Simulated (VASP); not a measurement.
All values below come from PBE GGA, VASP's PBE PAW potentials (set 64) (plane waves; VASP).

The input files of a VASP run:

### POSCAR
```
Ti
3.0143430
  0.5034108593  -0.8640473231   0.0000000000
  0.5034108593   0.8640473231   0.0000000000
  0.0000000000   0.0000000000   1.5103619595
Ti
2
Direct
  0.3333330000   0.6666670000   0.2500000000
  0.6736160000   0.3402820000   0.7500000000
```

KPOINTS:
```
Automatic mesh
0
Gamma
12 12 7
0 0 0
```

**INCAR**
```
SYSTEM = Ti
PREC = Accurate
ENCUT = 800
EDIFF = 1E-6
NELM = 100
ALGO = Normal
LREAL = .FALSE.
LASPH = .TRUE.
ISMEAR = 1
SIGMA = 0.1
GGA = PE
LMAXMIX = 4
LWAVE = .FALSE.
LCHARG = .FALSE.
ISIF = 2
```

POTCAR, in this order: Ti_sv (PBE.64 set). Program: vasp_std.

Output of the run:

### OUTCAR
```
 ion  position               nearest neighbor table
   1  0.333  0.667  0.250-   2 2.86   2 2.86   2 2.86   2 2.86   2 2.88   2 2.88
   2  0.674  0.340  0.750-   1 2.86   1 2.86   1 2.86   1 2.86   1 2.88   1 2.88
  LATTYP: Found a base centered orthorhombic cell.
 ALAT       =     3.0349060000
 B/A-ratio  =     1.7163859441
 C/A-ratio  =     1.5001285048
 Subroutine PRICEL returns:
 Original cell was already a primitive cell.
 Subroutine GETGRP returns: Found  4 space group operations
The static configuration has the point symmetry C_1 .
 The point group associated with its full space group is C_2h.
The dynamic configuration has the point symmetry C_1 .
 Subroutine INISYM returns: Found  4 space group operations
 Subroutine IBZKPT returns following result:
 Found    296 irreducible k-points:

 Following reciprocal coordinates:
            Coordinates               Weight
  0.000000  0.000000  0.000000      1.000000
  0.083333 -0.000000  0.000000      2.000000
 -0.000000  0.083333  0.000000      2.000000
  0.166667  0.000000  0.000000      2.000000
  0.000000  0.166667  0.000000      2.000000
  0.250000  0.000000  0.000000      2.000000
  0.000000  0.250000  0.000000      2.000000
  0.333333  0.000000  0.000000      2.000000
  0.000000  0.333333  0.000000      2.000000
  0.416667  0.000000  0.000000      2.000000
  0.000000  0.416667  0.000000      2.000000
  0.500000  0.000000  0.000000      1.000000
  0.000000  0.500000  0.000000      1.000000
  0.083333  0.083333  0.000000      2.000000
  0.166667  0.083333  0.000000      2.000000
  0.083333  0.166667  0.000000      2.000000
  0.250000  0.083333  0.000000      2.000000
  0.083333  0.250000  0.000000      2.000000
  0.333333  0.083333  0.000000      2.000000
  0.083333  0.333333  0.000000      2.000000
  0.416667  0.083333  0.000000      2.000000
  0.083333  0.416667  0.000000      2.000000
  0.500000  0.083333  0.000000      2.000000
  0.083333  0.500000  0.000000      2.000000
 -0.416667  0.083333  0.000000      2.000000
  0.083333 -0.416667  0.000000      2.000000
 -0.333333  0.083333  0.000000      2.000000
  0.083333 -0.333333  0.000000      2.000000
 -0.250000  0.083333  0.000000      2.000000
  0.083333 -0.250000  0.000000      2.000000
 -0.166667  0.083333  0.000000      2.000000
  0.083333 -0.166667  0.000000      2.000000
 -0.083333  0.083333  0.000000      2.000000
  0.166667  0.166667  0.000000      2.000000
  0.250000  0.166667  0.000000      2.000000
  0.166667  0.250000  0.000000      2.000000
  0.333333  0.166667  0.000000      2.000000
  0.166667  0.333333  0.000000      2.000000
  0.416667  0.166667  0.000000      2.000000
  0.166667  0.416667  0.000000      2.000000
   k-points           NKPTS =    296   k-points in BZ     NKDIM =    296   number of bands    NBANDS=     16
   number of dos      NEDOS =    301   number of ions     NIONS =      2
   total plane-waves  NPLWV =  32928
   dimension x,y,z NGX =    28 NGY =   28 NGZ =   42
   dimension x,y,z NGXF=    56 NGYF=   56 NGZF=   84
   ions per type =               2
   PREC   = accura    normal or accurate (medium, high low for compatibility)
   ISTART =      0    job   : 0-new  1-cont  2-samecut
   ICHARG =      2    charge: 1-file 2-atom 10-const
   ISPIN  =      1    spin polarized calculation?
   LNONCOLLINEAR =      F non collinear calculations
   LSORBIT =      F    spin-orbit coupling
   INIWAV =      1    electr: 0-lowe 1-rand  2-diag
   ENCUT  =  800.0 eV  58.80 Ry    7.67 a.u.   6.95  6.95 10.50*2*pi/ulx,y,z
   NELM   =    100;   NELMIN=  2; NELMDL= -5     # of ELM steps
   EDIFF  = 0.1E-05   stopping-criterion for ELM
...
```

File OSZICAR:
```
       N       E                     dE             d eps       ncg     rms          rms(c)
DAV:   1     0.284201396717E+03    0.28420E+03   -0.17060E+04  9472   0.245E+03
DAV:   2     0.128640955773E+02   -0.27134E+03   -0.27001E+03  9712   0.568E+02
DAV:   3    -0.163155191284E+02   -0.29180E+02   -0.28956E+02 18648   0.148E+02
DAV:   4    -0.177593111818E+02   -0.14438E+01   -0.14434E+01 10656   0.352E+01
DAV:   5    -0.178343917319E+02   -0.75081E-01   -0.75078E-01 15800   0.527E+00    0.115E+01
DAV:   6    -0.156306721779E+02    0.22037E+01   -0.87323E+00 11392   0.337E+01    0.283E+00
DAV:   7    -0.156214495521E+02    0.92226E-02   -0.75967E-01 14256   0.730E+00    0.202E+00
DAV:   8    -0.156467313898E+02   -0.25282E-01   -0.21728E-01 11248   0.623E+00    0.702E-01
DAV:   9    -0.156373908989E+02    0.93405E-02   -0.53477E-02 11720   0.268E+00    0.613E-02
DAV:  10    -0.156376425261E+02   -0.25163E-03   -0.23553E-03 15000   0.407E-01    0.827E-02
DAV:  11    -0.156376819683E+02   -0.39442E-04   -0.19850E-04 12232   0.128E-01    0.230E-02
DAV:  12    -0.156376738214E+02    0.81469E-05   -0.29230E-05 13176   0.439E-02    0.565E-03
DAV:  13    -0.156376746603E+02   -0.83894E-06   -0.63205E-07  7464   0.871E-03
   1 F= -.15637675E+02 E0= -.15637938E+02  d E =0.789622E-03
```

**OUTCAR**
```
------------------------ aborting loop because EDIFF is reached ----------------------------------------
  FORCE on cell =-STRESS in cart. coord.  units (eV):
  Direction    XX          YY          ZZ          XY          YZ          ZX
  --------------------------------------------------------------------------------------
  Total       -1.2996949     -1.0922947     -0.0186445     -0.0595533      0.0000000      0.0000000
  in kB      -57.8632550    -48.6296617     -0.8300641     -2.6513493      0.0000000      0.0000000
  external PRESSURE =     -35.7743269 kB  Pullay stress =       0.0000000 kB
  volume of cell :       35.99
      direct lattice vectors                 reciprocal lattice vectors
     1.517453000 -2.604535000  0.000000000     0.329499497 -0.191972847  0.000000000
     1.517453000  2.604535000  0.000000000     0.329499497  0.191972847  0.000000000
     0.000000000  0.000000000  4.552749000     0.000000000  0.000000000  0.219647514
 POSITION                                       TOTAL-FORCE (eV/Angst)
 -----------------------------------------------------------------------------------
      1.51745      0.86818      1.13819         0.036915      0.027102      0.000000
      1.53854     -0.86818      3.41456        -0.036915     -0.027102      0.000000
 -----------------------------------------------------------------------------------
    total drift:                               -0.000001      0.000005      0.000000
  FREE ENERGIE OF THE ION-ELECTRON SYSTEM (eV)
  ---------------------------------------------------
  free  energy   TOTEN  =       -15.6376746603 eV

  energy  without entropy=      -15.6384642819  energy(sigma->0) =      -15.63793787
```
(Selected blocks of OUTCAR.)

The compound is Ti in the hcp structure. The cell was not relaxed at this level, atoms are displaced from their ideal sites. The run is one of a series of settings (ENCUT = 800 against the base run), some of them coarse on purpose.
